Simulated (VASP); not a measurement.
# Sn2Ir: interstitial Li from one void to a neighbouring one, part 3 of 4

Aim: the barrier for one hop in Sn2Ir: interstitial Li from one void to a neighbouring one. The start is a cell from a database of measured crystal structures.

VASP 6.6.1, plane waves and PAW; the level of theory is named at each step.

So far. Step 2 (Relax the host): The run ended after 3 ionic steps, 0.000 eV below its first step, once forces and stress met EDIFFG = -0.02. Step 3 (Relax the start): The run ended after 7 ionic steps, 0.392 eV below its first step, once the forces on the free atoms met EDIFFG = -0.05.

## (4) Relax the end

Level of this step: PBEsol; plane waves and PAW (Ir, Sn, Li) (VASP).

The end state is relaxed in the same way, so that both ends share their errors.

Input file INCAR:

```
SYSTEM = LiSn16Ir8
PREC = Normal
ENCUT = 280
EDIFF = 1E-05
NELM = 120
ISMEAR = 1
SIGMA = 0.15
LREAL = Auto
ALGO = Fast
GGA = PS
LORBIT = 11
LWAVE = .FALSE.
LCHARG = .FALSE.
KPAR = 3
IBRION = 2
NSW = 60
ISIF = 2
EDIFFG = -0.05
POTIM = 0.4
MAXMIX = 40
ISYM = 0
```

Input file POSCAR:

```
LiSn16Ir8
1.0
    0.0000000000      6.3468368396      6.3468368396
    6.3468368396      0.0000000000      6.3468368396
    6.3468368396      6.3468368396      0.0000000000
Ir Sn Li
8 16 1
Direct
   -0.0042901955     -0.0003792747      0.0032023600
    0.0006924811      0.0017507008      0.4979026360
   -0.0047577167      0.5009915475     -0.0003813763
   -0.0013302176      0.4993126980      0.5034722768
    0.5014417051      0.0000343194     -0.0000376244
    0.4988741086      0.0008270706      0.5019341228
    0.4985248346      0.4943823274      0.0048019968
    0.4980246955      0.4974837790      0.5020792936
    0.3748083300      0.3779093854      0.3731393689
    0.3781725866      0.3756682042      0.8739360331
    0.3706309427      0.8745971727      0.3766095058
    0.3709771437      0.8768530670      0.8786721550
    0.8758137500      0.3768715003      0.3735830792
    0.8738423236      0.3739059099      0.8762010038
    0.8736803735      0.8784179613      0.3730617304
    0.8663108641      0.8759176135      0.8788845818
    0.1264654453      0.1203804643      0.1315634292
    0.1265739228      0.1207768155      0.6252820220
    0.1260870141      0.6255894181      0.1228160065
    0.1257982747      0.6236454379      0.6250773830
    0.6243295009      0.1226756224      0.1246626702
    0.6214970337      0.1250590638      0.6249614660
    0.6225357046      0.6272944406      0.1272967025
    0.6231708545      0.6261089903      0.6255029510
    0.2479485377      0.2483983142      0.7529414043
```

Input file KPOINTS:

```
Automatic mesh
0
Gamma
3 3 3
0 0 0
```

Potentials, in the order of the species: Ir, Sn and Li (PBE family, release 64).

Launch:

```
$ mpirun -np 3 vasp_std
```

The program printed:

```text
[... set-up lines as in an earlier step ...]
 entering main loop
       N       E                     dE             d eps       ncg     rms          rms(c)
DAV:   1     0.594548995213E+03    0.59455E+03   -0.37112E+04  2296   0.863E+02
DAV:   2    -0.916999143245E+02   -0.68625E+03   -0.64878E+03  2508   0.295E+02
DAV:   3    -0.157905497202E+03   -0.66206E+02   -0.63285E+02  2936   0.750E+01
DAV:   4    -0.160765087167E+03   -0.28596E+01   -0.28184E+01  3112   0.170E+01
DAV:   5    -0.160829176548E+03   -0.64089E-01   -0.63814E-01  2896   0.215E+00    0.253E+01
RMM:   6    -0.157750884915E+03    0.30783E+01   -0.45924E+00  2298   0.100E+01    0.102E+01
RMM:   7    -0.156643825987E+03    0.11071E+01   -0.20979E+00  2319   0.338E+00    0.403E+00
RMM:   8    -0.156471811933E+03    0.17201E+00   -0.52550E-01  2443   0.233E+00    0.555E-01
RMM:   9    -0.156476449163E+03   -0.46372E-02   -0.11989E-01  2581   0.110E+00    0.486E-01
RMM:  10    -0.156476994800E+03   -0.54564E-03   -0.26196E-02  2581   0.530E-01    0.239E-01
RMM:  11    -0.156477971508E+03   -0.97671E-03   -0.75643E-03  2511   0.271E-01    0.163E-01
RMM:  12    -0.156478305171E+03   -0.33366E-03   -0.20639E-03  2743   0.142E-01    0.381E-02
RMM:  13    -0.156478369085E+03   -0.63913E-04   -0.47246E-04  2848   0.584E-02    0.289E-02
RMM:  14    -0.156478387549E+03   -0.18464E-04   -0.76593E-05  2139   0.297E-02    0.115E-02
RMM:  15    -0.156478390949E+03   -0.33996E-05   -0.25460E-05  1439   0.159E-02
   1 F= -.15647839E+03 E0= -.15647256E+03  d E =-.156478E+03
 curvature:   0.00 expect dE= 0.000E+00 dE for cont linesearch  0.000E+00
 trial: gam= 0.00000 g(F)=  0.284E+00 g(S)=  0.000E+00 ort = 0.000E+00 (trialstep = 0.100E+01)
 search vector abs. value=  0.284E+00
 bond charge predicted
       N       E                     dE             d eps       ncg     rms          rms(c)
DAV:   1    -0.156660956812E+03   -0.18257E+00   -0.99801E+00  2520   0.866E+00    0.505E-01
RMM:   2    -0.156680302470E+03   -0.19346E-01   -0.26697E-01  2296   0.211E+00    0.654E-01
RMM:   3    -0.156688354783E+03   -0.80523E-02   -0.86722E-02  2700   0.938E-01    0.327E-01
RMM:   4    -0.156688169906E+03    0.18488E-03   -0.13242E-02  2407   0.453E-01    0.273E-01
RMM:   5    -0.156688274959E+03   -0.10505E-03   -0.52200E-03  2631   0.229E-01    0.156E-01
RMM:   6    -0.156688304147E+03   -0.29188E-04   -0.12735E-03  2872   0.111E-01    0.900E-02
RMM:   7    -0.156688326017E+03   -0.21870E-04   -0.29646E-04  2527   0.539E-02    0.542E-02
RMM:   8    -0.156688330156E+03   -0.41397E-05   -0.82252E-05  2277   0.315E-02
   2 F= -.15668833E+03 E0= -.15668228E+03  d E =-.209939E+00
[...]
3 F= -.15675045E+03 E0= -.15674462E+03  d E =-.272064E+00
[...]
4 F= -.15676407E+03 E0= -.15675798E+03  d E =-.136138E-01
[...]
5 F= -.15676816E+03 E0= -.15676195E+03  d E =-.177074E-01
[...]
6 F= -.15676820E+03 E0= -.15676198E+03  d E =-.177446E-01
 curvature:  -1.18 expect dE=-0.102E-02 dE for cont linesearch -0.322E-06
 trial: gam= 0.05469 g(F)=  0.863E-03 g(S)=  0.000E+00 ort =-0.667E-04 (trialstep = 0.140E+01)
 search vector abs. value=  0.905E-03
 bond charge predicted
       N       E                     dE             d eps       ncg     rms          rms(c)
DAV:   1    -0.156768952030E+03   -0.75593E-03   -0.82251E-02  2350   0.769E-01    0.412E-02
RMM:   2    -0.156769074986E+03   -0.12296E-03   -0.15588E-03  2296   0.153E-01    0.397E-02
RMM:   3    -0.156769116343E+03   -0.41356E-04   -0.50957E-04  2628   0.724E-02    0.396E-02
RMM:   4    -0.156769105626E+03    0.10717E-04   -0.96655E-05  2332   0.340E-02    0.372E-02
RMM:   5    -0.156769107769E+03   -0.21430E-05   -0.76493E-05  2078   0.245E-02
   7 F= -.15676911E+03 E0= -.15676289E+03  d E =-.908327E-03
 trial-energy change:   -0.000908  1 .order   -0.000886   -0.001202   -0.000571
 step:   2.6628(harm=  2.6628)  dis= 0.00403  next Energy=  -156.769344 (dE=-0.114E-02)
 reached required accuracy - stopping structural energy minimisation
```

The job ended after 4.5 min (3 MPI ranks of Intel Xeon Platinum 8488C (Sapphire Rapids), shared host; peak memory 1.1 GiB; 13 min of CPU time).

Parts of OUTCAR (step 4):

```text
 Found     14 irreducible k-points:

   NELECT =     137.0000    total number of electrons

 E-fermi :   6.7392

 k-point     1 :       0.0000    0.0000    0.0000
  band No.  band energies     occupation
    ...
     66       6.5875      2.05246
     67       6.5902      2.04878
     68       6.5942      2.04260
     69       6.6560      1.79724
     70       6.6573      1.78841
     71       7.8803     -0.00000
     72       7.8816     -0.00000
     73       7.8861     -0.00000
     74       7.9531     -0.00000
     75       8.0160     -0.00000
    ...

 k-point     2 :       0.3333    0.0000    0.0000
  band No.  band energies     occupation
    ...
     64       6.0070      2.00000
     65       6.0107      2.00000
     66       6.0838      2.00000
     67       6.0883      2.00000
     68       6.1327      2.00000
     69       7.3353     -0.00000
     70       7.3943     -0.00000
     71       7.3973     -0.00000
     72       7.4453     -0.00000
     73       8.1861     -0.00000
    ...

  Total        2.5577097      2.5604167      2.6038495     -0.0054060     -0.0284845     -0.0015979
  in kB        8.0141938      8.0226757      8.1587658     -0.0169387     -0.0892517     -0.0050069
  external PRESSURE =       8.0652118 kB  Pullay stress =       0.0000000 kB

 POSITION                                       TOTAL-FORCE (eV/Angst)
 -----------------------------------------------------------------------------------
      6.35125      6.34353      0.01671         0.005349      0.005092      0.010368
      3.18013      9.51780      6.33884         0.001537     -0.006468     -0.004643
      9.49019      6.34032      3.16589         0.011846      0.011563     -0.006931
      6.35236      3.20498      3.16788        -0.002108     -0.006743     -0.016538
      6.35360      9.48515      3.16263        -0.005765      0.002484     -0.002497
      3.21180      6.34570      3.16184        -0.004000      0.007471      0.004267
      3.17746      3.17487      6.33475         0.005489     -0.007979      0.000046
      6.35218      6.34590      6.30914        -0.000065     -0.000929      0.000564
      4.73279      4.72191      4.78350        -0.007552      0.007334      0.017068
      7.97070      7.96668      4.79066         0.010116      0.002438     -0.012874
      7.92847      4.77221      7.93090         0.005869     -0.021093      0.010722
     11.07968      7.96980      7.88454        -0.012620     -0.009509      0.010304
      4.77834      7.92297      7.94010        -0.011994     -0.002004     -0.024451
      7.97050     11.07156      7.88340         0.010218     -0.004024      0.016145
      7.92689      7.92228     11.09068         0.010133     -0.000328     -0.011028
     11.12214     11.10781     11.08401         0.003436      0.016476      0.010130
      1.63180      1.62073      1.54490        -0.016202     -0.003566     -0.016399
      4.73050      4.72551      1.54002        -0.005298     -0.007961      0.003364
      4.77122      1.56953      4.73993         0.009132      0.017657      0.000498
      7.97466      4.72165      4.78605        -0.001135      0.006952      0.007647
      1.58225      4.76997      4.73360         0.003484     -0.002926      0.013660
      4.72868      7.96136      4.78752         0.009496      0.017790     -0.008130
      4.77484      4.76959      7.93270        -0.006573     -0.009769      0.004821
      7.93176      7.92657      7.93870        -0.003631     -0.008801     -0.023217
      6.35723      6.34801      3.15608        -0.009162     -0.003154      0.017105
 -----------------------------------------------------------------------------------
    total drift:                                0.008234      0.007153     -0.028184

  FREE ENERGIE OF THE ION-ELECTRON SYSTEM (eV)
  ---------------------------------------------------
  free  energy   TOTEN  =      -156.7691077688 eV

  energy  without entropy=     -156.7504451983  energy(sigma->0) =     -156.76288691

 total charge
# of ion       s       p       d       tot
------------------------------------------
    1        0.651   0.551   7.224   8.426
    2        0.661   0.578   7.261   8.500
    3        0.651   0.550   7.224   8.426
    4        0.651   0.551   7.225   8.427
    5        0.651   0.550   7.224   8.425
    6        0.651   0.550   7.224   8.425
    7        0.661   0.578   7.261   8.499
    8        0.651   0.551   7.224   8.426
    9        1.353   1.733   0.267   3.354
   10        1.353   1.733   0.267   3.354
   11        1.355   1.687   0.256   3.299
   12        1.354   1.732   0.266   3.352
   13        1.356   1.686   0.255   3.297
   14        1.353   1.734   0.267   3.354
   15        1.356   1.687   0.256   3.298
   16        1.355   1.688   0.256   3.299
   17        1.354   1.732   0.267   3.353
   18        1.353   1.733   0.267   3.354
   19        1.356   1.687   0.256   3.298
   20        1.353   1.734   0.268   3.355
   21        1.355   1.688   0.256   3.299
   22        1.354   1.732   0.267   3.352
   23        1.356   1.687   0.256   3.298
   24        1.356   1.686   0.255   3.298
   25        0.087   0.199   0.000   0.286
--------------------------------------------------
tot         26.988  32.016  62.048 121.053

[... 6 parts as in an earlier step ...]

[... 6 further parts left out ...]
```

The steps of the relaxation:

```tsv
step	energy less that of the first step (eV)	largest force (eV/Å)
1	0.0000	1.0591
2	-0.2099	0.5103
3	-0.2721	0.2362
4	-0.2857	0.1204
5	-0.2898	0.0501
6	-0.2898	0.0506
7	-0.2907	0.0273
```

The atoms that moved most (Å):

```tsv
atom	dx	dy	dz	length
Sn12	-0.062	0.038	-0.035	0.081
Sn22	-0.032	0.050	0.049	0.077
Sn20	0.049	-0.044	0.029	0.072
Sn14	0.036	-0.036	-0.036	0.062
Sn18	-0.005	-0.046	-0.030	0.055
Ir5	0.007	-0.044	-0.020	0.049
Ir1	-0.014	0.004	0.046	0.048
Ir3	-0.034	0.026	0.016	0.046
```

The relaxed structure:

```
Ir Sn Li
1.0
     0.00000    6.34684    6.34684
     6.34684    0.00000    6.34684
     6.34684    6.34684    0.00000
Ir Sn Li
8 16 1
Direct
  0.00071 0.00192 0.99877
  0.99865 0.00009 0.50097
  0.00126 0.49755 0.99771
  0.00162 0.49751 0.50336
  0.49585 0.00245 0.99862
  0.49597 0.00220 0.50385
  0.49884 0.49925 0.00139
  0.49654 0.49752 0.50332
  0.37598 0.37770 0.36799
  0.37709 0.37772 0.87813
  0.37614 0.87344 0.37576
  0.37614 0.86613 0.87957
  0.87325 0.37778 0.37509
  0.86535 0.37675 0.87907
  0.87335 0.87408 0.37487
  0.87206 0.87432 0.87807
  0.12083 0.12258 0.13453
  0.12093 0.12172 0.62362
  0.12118 0.62564 0.12611
  0.12077 0.63331 0.62317
  0.62404 0.12178 0.12751
  0.63183 0.12249 0.62256
  0.62452 0.62535 0.12697
  0.62500 0.62582 0.62390
  0.24791 0.24936 0.75228
```

This step gave:

```
free energy (TOTEN)     : -156.7691 eV
energy at zero smearing : -156.7629 eV
```

The run ended after 7 ionic steps, 0.291 eV below its first step, once the forces on the free atoms met EDIFFG = -0.05.

(Continued in part 4 of 4.)

[Lines on the potential files, build, host, timing and source positions are cut from VASP's logs without a mark.]

[Logs are printed without paths, hosts, clocks, repeated set-up lines and the standing remarks that a program may print on its own settings, such as how far it seeks lower states.]

[Hosts, paths, dates, database ids (printed as entryN), source tags and the programs' standing remarks are cut or masked in the printed files.]

[Runs that stopped without an error message from VASP are left out.]
